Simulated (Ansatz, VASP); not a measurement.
## Cross-check of Zr2CF2 (Zr2CF2 MXene monolayer) between VASP and Ansatz

Aim: how closely do two programs agree when they are given the same cell, functional and k mesh? The structure shown is the start of the Ansatz relaxation below; VASP solves that cell, so the two are compared at the walk's first step.

Calculated with Ansatz 0.2.0; plane waves, with VASP 6.6.1 beside it; single point at PBE with D3(BJ).

**1. Starting point**

The cell holds 5 atoms: 2 F, 2 Zr and 1 C. Its edges and angles: a = 3.289 Å, b = 3.289 Å, c = 40.191 Å, α = 90.0°, β = 90.0°, γ = 120.0°. Vacuum lies along c.

Coordinates:

```cif
data_structure
_symmetry_space_group_name_H-M 'P 1'
_symmetry_Int_Tables_number 1
_cell_length_a 3.2890
_cell_length_b 3.2890
_cell_length_c 40.1907
_cell_angle_alpha 90.000
_cell_angle_beta 90.000
_cell_angle_gamma 120.000
_cell_volume 376.52
loop_
_atom_site_label
_atom_site_type_symbol
_atom_site_fract_x
_atom_site_fract_y
_atom_site_fract_z
_atom_site_occupancy
F1 F 0.33333 0.66667 0.44289 1
F2 F 0.66667 0.33333 0.55711 1
Zr3 Zr 0.66667 0.33333 0.46771 1
Zr4 Zr 0.33333 0.66667 0.53229 1
C5 C 0.00000 0.00000 0.50000 1
```

**2. Ansatz: relaxation, PBE with D3(BJ)**

Ansatz runs on its default PAW (the set named soft_2) files.

The two programs are compared at the cell with which this relaxation starts, whose forces are those of its first step.

Contents of input.yaml:

```yaml
crystal:
  lattice:
    - [3.289, 0.0, 0.0]
    - [-1.6445, 2.848357553, 0.0]
    - [0.0, 0.0, 40.1906824045]
  atoms:
    - { symbol: F, position: [0.3333333333, 0.6666666667, 0.4428887228] }
    - { symbol: Zr, position: [0.6666666667, 0.3333333333, 0.4677101334] }
    - { symbol: C, position: [0.0, 0.0, 0.5] }
    - { symbol: Zr, position: [0.3333333333, 0.6666666667, 0.5322898666] }
    - { symbol: F, position: [0.6666666667, 0.3333333333, 0.5571112772] }
  periodic: [true, true, false]
kpoints:
  mp_grid: { grid: [12, 12, 1] }
hamiltonian:
  xc: pbe
  dispersion: d3bj
scf:
  occupations: { method: fermi_dirac, width: 0.05 }
  convergence: { dr2_threshold: 1.0e-09 }
relax:
  f_tol: 0.004
  max_steps: 90
  cell: {}
output:
  write_potential: true
  write_density: true
  volumetric_format: npy
```

Command:

```bash
ansatz run input.yaml --threads 4 --pin off --max-ram 6144MiB --backend cpu --events-out ev --progress --plain --runs-dir out
```

Numbers of over 12 decimals in the logs are rounded to 6 here.

The log of the run:

```text
Warning: relax.cell: scf.convergence.dr2_threshold = 1e-9 eV is looser than the 2.34865266811e-10 eV advised for a relaxation that steers and ends on the stress (1e-10 eV for each atom of the cell: 5, times the square of relax.cell.stress_2d_tol = 0.05 N/m over 14.6 Å (the atoms' height at the walk's start and 5 Å past either face), 3.427e-2 GPa, over a crystal's default 0.05). What an SCF threshold leaves in a stress goes as its square root, and in the free energy as the threshold itself, and one threshold admits the most on a small cell: [figures from the program's tests cut] Set scf.convergence.dr2_threshold to 2.34865266811e-10 eV or tighter. [rest of the remark cut]
Engine: ansatz 0.2.0, x86_64-unknown-linux-gnu
Pseudopotentials: kind: paw
Pseudopotential: F, paw, valence charge 7, recommended cutoff 420 eV (normal), F.paw.azcp
Pseudopotential: Zr, paw, valence charge 12, recommended cutoff 420 eV (normal), Zr.paw.azcp
Pseudopotential: C, paw, valence charge 4, recommended cutoff 420 eV (normal), C.paw.azcp
Functional definition: PBE
  parameter kappa = 0.804
  parameter beta = 0.066725
  exchange = pbe_x(kappa = kappa, mu = beta*pi^2/3)
  correlation = pbe_c(beta = beta)
Crystal: 5 atoms, lattice volume = 376.516 Å³
Basis set: ecut = 420 eV, 7479 PW (Γ), exchange–correlation on 48×48×540 points (8 copies of the dense FFT grid, shifted against one another)
Bands: 26, of which v1, the nominal top of the filled ones, is band 21 counted from 1 (20 counted from 0)
Symmetry: 12 space group operations
Space group: P-3m1 (ITA 164), of the structure as read, at distance tolerance 7.2e-5 Å
k-points: 19 of 144
Non-local potential: F, projectors of the file, l = 0: 2, l = 1: 2, l = 2: 1
Non-local potential: Zr, projectors of the file, l = 0: 3, l = 1: 2, l = 2: 2, l = 3: 2
Non-local potential: C, projectors of the file, l = 0: 2, l = 1: 2, l = 2: 1
PAW form: soft (Blöchl's): semilocal exchange-correlation on the pseudo side does not see the compensation charge
PAW one-centre angular grid: F, 110 points (default); XC on 64 Gauss nodes
PAW one-centre angular grid: Zr, 590 points (default); XC on 64 Gauss nodes
PAW one-centre angular grid: C, 110 points (default); XC on 64 Gauss nodes
Initial density: superposition of atomic densities (neutral atoms: chi_scale 0, normalization atom), corrected by the library's trained network
Initial wavefunctions: pseudopotential atomic-orbital guess
Functional: x = pbe(κ = 0.804, μ = 0.219515), c = pbe(β = 0.066725)
SCF iter   1: F=—  HF=-10240.911794 eV  |F-HF|=—  |Δ(HF+E_count)|=         —  Δρ=2.94e-3  dr2=5.77e-2  ethr=1.77e-3  ⟨swp⟩=11.4  Hψ=3471  notcnv=0
preconditioner: auto → LDOS  [metal: Δε(μ)=0.102 eV  Ē_g=8.892 eV  σ=0.050 eV  W_gap=0.46  n_scr=24 (ndim 8)  ℏωp=9.0 eV  f_vac=0.810  D(μ)=1.17/eV (n_scr^D=8)  β→1.0]
SCF iter   2: F=—  HF=-10240.911620 eV  |F-HF|=—  |Δ(HF+E_count)|=   1.74e-4  Δρ=3.18e-3  dr2=3.30e-2  ethr=1.37e-4  ⟨swp⟩=5.1  Hψ=1461  notcnv=0  defer=4
SCF iter   3: F=—  HF=-10240.902173 eV  |F-HF|=—  |Δ(HF+E_count)|=   9.45e-3  Δρ=7.80e-4  dr2=1.99e-3  ethr=7.86e-5  ⟨swp⟩=3.7  Hψ=1117  notcnv=0  defer=5
SCF iter   4: F=—  HF=-10240.901683 eV  |F-HF|=—  |Δ(HF+E_count)|=   4.89e-4  Δρ=1.21e-4  dr2=1.22e-4  ethr=4.73e-6  ⟨swp⟩=3.5  Hψ=1046  notcnv=0  defer=4
SCF iter   5: F=—  HF=-10240.901686 eV  |F-HF|=—  |Δ(HF+E_count)|=   2.48e-6  Δρ=6.14e-5  dr2=1.75e-5  ethr=2.91e-7  ⟨swp⟩=3.4  Hψ=1125  notcnv=0  defer=4
SCF iter   6: F=—  HF=-10240.901561 eV  |F-HF|=—  |Δ(HF+E_count)|=   1.25e-4  Δρ=1.53e-5  dr2=5.53e-7  ethr=4.17e-8  ⟨swp⟩=3.1  Hψ=917  notcnv=0  defer=4
SCF iter   7: F=—  HF=-10240.901447 eV  |F-HF|=—  |Δ(HF+E_count)|=   1.14e-4  Δρ=4.62e-6  dr2=5.17e-8  ethr=1.32e-9  ⟨swp⟩=3.4  Hψ=1136  notcnv=0  defer=4
SCF iter   8: F=—  HF=-10240.901447 eV  |F-HF|=—  |Δ(HF+E_count)|=   2.32e-7  Δρ=7.51e-7  dr2=1.60e-9  ethr=1.23e-10  ⟨swp⟩=3.9  Hψ=1164  notcnv=0  defer=4
SCF iter   9: F=-10240.901447 eV  HF=-10240.901447 eV  |F-HF|=1.27e-9  |Δ(HF+E_count)|=   8.49e-9  Δρ=1.82e-7  dr2=8.89e-11  ethr=2.38e-12  ⟨swp⟩=12.2  Hψ=4024  notcnv=0
SCF 1 converged in 9 iterations: F = -10240.901447 eV  dr2 = 8.89e-11
  greatest PAW one-centre occupation: 0.996 electrons in one spin orbital (limit 2), on the Zr atom at site 3 (counted from 0), in its partial waves of l = 0
[...]
SCF iter   1: F=—  HF=-10242.081326 eV  |F-HF|=—  |Δ(HF+E_count)|=         —  Δρ=1.50e-4  dr2=1.84e-4  ethr=4.57e-7  ⟨swp⟩=5.1  Hψ=3975  notcnv=0
preconditioner: auto → LDOS  [metal: Δε(μ)=0.059 eV  Ē_g=8.302 eV  σ=0.050 eV  W_gap=0.27  n_scr=24 (ndim 8)  ℏωp=9.0 eV  f_vac=0.806  D(μ)=1.40/eV (n_scr^D=10)  β→1.0]
[...]
SCF iter   3: F=—  HF=-10242.081285 eV  |F-HF|=—  |Δ(HF+E_count)|=   3.97e-6  Δρ=4.60e-5  dr2=9.68e-6  ethr=1.91e-7  ⟨swp⟩=3.0  Hψ=870  notcnv=0
SCF iter   4: F=—  HF=-10242.081284 eV  |F-HF|=—  |Δ(HF+E_count)|=   1.41e-6  Δρ=7.60e-6  dr2=2.23e-7  ethr=2.30e-8  ⟨swp⟩=2.8  Hψ=863  notcnv=0
SCF iter   5: F=—  HF=-10242.081172 eV  |F-HF|=—  |Δ(HF+E_count)|=   1.12e-4  Δρ=3.39e-6  dr2=2.76e-8  ethr=5.30e-10  ⟨swp⟩=3.5  Hψ=1119  notcnv=0
SCF iter   6: F=—  HF=-10242.081172 eV  |F-HF|=—  |Δ(HF+E_count)|=   3.94e-8  Δρ=8.96e-7  dr2=1.90e-9  ethr=6.56e-11  ⟨swp⟩=3.2  Hψ=1092  notcnv=0
SCF iter   7: F=-10242.081172 eV  HF=-10242.081172 eV  |F-HF|=5.29e-10  |Δ(HF+E_count)|=   9.10e-9  Δρ=2.35e-7  dr2=1.45e-10  ethr=2.38e-12  ⟨swp⟩=12.1  Hψ=4101  notcnv=0
SCF 6 converged in 7 iterations: F = -10242.081172 eV  dr2 = 1.45e-10
relax step   6: F+E_penalty+E_count = -10242.08117217 eV  Δ(F+E_penalty+E_count) = -1.236e-3 eV  max|allowed force component| = 1.500e-3 eV/Å  Δτ_max = 0.0037 Å  P = -0.020 N/m  Ω = 374.890 Å³  energy of the carried Pulay correction = +7.312e-4 eV  fix = [c, alpha, beta]  reactions: c -0.000 N/m  (7 SCF iters, accepted)
Initial wavefunctions: pseudopotential atomic-orbital guess (no wavefunctions were taken with the density)
iter 1 solved again at ethr=2.40e-8 eV; its pass at ethr=3.10e-3 eV (dr2=1.01e-5 eV) is discarded
SCF iter   1: F=—  HF=-10242.080551 eV  |F-HF|=—  |Δ(HF+E_count)|=         —  Δρ=1.51e-5  dr2=1.28e-7  ethr=2.40e-8  ⟨swp⟩=7.8  Hψ=6003  notcnv=0
preconditioner: auto → LDOS  [metal: Δε(μ)=0.060 eV  Ē_g=8.297 eV  σ=0.050 eV  W_gap=0.28  n_scr=24 (ndim 8)  ℏωp=9.0 eV  f_vac=0.807  D(μ)=1.40/eV (n_scr^D=10)  β→1.0]
SCF iter   2: F=—  HF=-10242.080443 eV  |F-HF|=—  |Δ(HF+E_count)|=   1.07e-4  Δρ=8.81e-6  dr2=1.54e-7  ethr=3.05e-10  ⟨swp⟩=3.8  Hψ=1319  notcnv=0
SCF iter   3: F=—  HF=-10242.080443 eV  |F-HF|=—  |Δ(HF+E_count)|=   4.19e-8  Δρ=1.87e-6  dr2=7.08e-9  ethr=3.05e-10  ⟨swp⟩=2.6  Hψ=879  notcnv=0
SCF iter   4: F=-10242.080443 eV  HF=-10242.080443 eV  |F-HF|=5.69e-10  |Δ(HF+E_count)|=   9.47e-9  Δρ=2.70e-7  dr2=2.16e-10  ethr=2.38e-12  ⟨swp⟩=14.5  Hψ=5203  notcnv=0
SCF 7 converged in 4 iterations: F = -10242.080443 eV  dr2 = 2.16e-10
relax step   7: F+E_penalty+E_count = -10242.08044323 eV  Δ(F+E_penalty+E_count) = +7.289e-4 eV  max|allowed force component| = 1.376e-3 eV/Å  Δτ_max = 0.0000 Å  P = -0.015 N/m  Ω = 374.890 Å³  fix = [c, alpha, beta]  reactions: c -0.000 N/m  stress off target by 1.55e-2 N/m on what of the cell is left free  SCF on the basis re-selected at this cell (its energy is not comparable with the rows above)  (4 SCF iters)
basis re-selected at this cell: Δ(F+E_penalty+E_count) = +7.289e-4 eV, ΔP = +0.004 N/m vs the last step (what re-selecting the basis moved, of the pressure what is left beyond the Pulay correction that the steps carried, after the strain that the cell walked since its last selection, with what the two solves' SCF thresholds leave and, on support functions, any second-order correction that the steps lacked; it is no m [...]
WARN: The output density's exchange-correlation potential varies sharply where the density is thin. Do not read a vacuum level from v_tot or v_xc, or from such a field of the output density. On a cell that repeats whose density bears no net charge and no dipole along the vacuum's axis use v_es (v_loc + v_h of the components); under efield.dipole_correction with no amplitude use v_es + v_field, which holds any externa [...]
SCF converged after 4 iterations
Free energy (F): -10242.080443 eV
Harris-Foulkes:  -10242.080443 eV  (|F-HF|=5.69e-10)
Internal energy: -10242.068787 eV  (E = F + TS)
E sigma→0 (E₀):  -10242.074615 eV
Entropy (-TS):   -0.011656 eV (-2.331 meV/atom)
Fermi energy:    -3.985408 eV
--- Per-component energies (eV) ---
  E_band       = -928.061984
  E_kinetic    = 1173.698066
  E_local      = -138643.583879  (includes V_loc(G=0)·N_el)
  E_nonlocal   = 330.953205
  E_hartree    = 68579.629367
  E_xc         = -534.620685
  E_vxc        = -650.833401  (∫ρ·V_xc dr)
  E_paw        = -6406.928121  (= ΣΔE_a)
  E_vpaw       = -297.558587  (= ΣTr[D̂ρ^β])
  E_aug_tail   = 0.004133  (compensation charges beyond the density's cutoff)
  E_ewald      = 65259.783890
  E_disp       = -1.004764  (pairwise vdW)
  E_smearing   = -0.011656  (= −TS)
  E_closure    = -0.000000  (closes the sum)
  Σ components = -10242.080443   (vs F -10242.080443, Δ=0.00e0)
--- Forces (eV/Å), atoms counted from 1 ---
  atom   1  F      0.00000000    -0.00000000    -0.00137570
  atom   2  Zr     0.00000000    -0.00000000    -0.00110155
  atom   3  C      0.00000000    -0.00000000     0.00000000
  atom   4  Zr    -0.00000000     0.00000000     0.00110155
  atom   5  F      0.00000000     0.00000000     0.00137570
  max |Σ_I F_I| component: 9.25e-18 eV/Å
--- 2D stress c σ (N/m, compression-positive) ---
       -0.015456       0.000000      -0.000000
        0.000000      -0.015456      -0.000000
       -0.000000      -0.000000      -0.000000
  P = ½ c Tr σ = -0.0155 N/m
--- Band table (eV; the first three rows and the last of 19) ---
  k-point 0: bands = [... 17 lower, -8.2962, -7.0603, -7.0603, -3.8001, -3.8001, -3.5880, -2.0822, -1.7140, ... 1 higher]
  k-point 1: bands = [... 17 lower, -8.2260, -7.2507, -7.0758, -4.0598, -3.6516, -3.5187, -1.9349, -1.8126, ... 1 higher]
  k-point 2: bands = [... 17 lower, -8.0640, -7.6421, -7.0999, -4.6252, -3.2816, -3.2269, -1.9724, -1.8813, ... 1 higher]
  k-point 18: bands = [... 17 lower, -8.0975, -8.0975, -7.3798, -3.5632, -2.7429, -2.7429, -1.3788, -0.8829, ... 1 higher]
  the weakly bound empty levels are not read free of the cell's end (no_gap_told)
--- Relaxed structure (6 steps of the walk, 6 accepted, 1 SCFs on fresh bases) ---
  F+E_penalty+E_count = -10242.08044323 eV   max|allowed force component| = 1.376e-3 eV/Å   (the final SCF, on the basis selected at the relaxed cell)
  cell:  # Å, volume = 374.8905 Å³
    - [3.281891, 0.0, 0]
    - [-1.640946, 2.842201, 0]
    - [0, 0, 40.1906824045]
  atoms:
    - { symbol: F, position: [0.333333, 0.666667, 0.436103] }
    - { symbol: Zr, position: [0.666667, 0.333333, 0.469332] }
    - { symbol: C, position: [0, 0, 0.5] }
    - { symbol: Zr, position: [0.333333, 0.666667, 0.530668] }
    - { symbol: F, position: [0.666667, 0.333333, 0.563897] }
```

(Continued in part 2 of 2.)

[Lines on the potential files, build, host, timing and source positions are cut from VASP's logs without a mark.]

[Logs are printed without paths, hosts, clocks, repeated set-up lines and the standing remarks that a program may print on its own settings, such as how far it seeks lower states.]

[Hosts, paths, dates, database ids (printed as entryN), source tags and the programs' standing remarks are cut or masked in the printed files.]
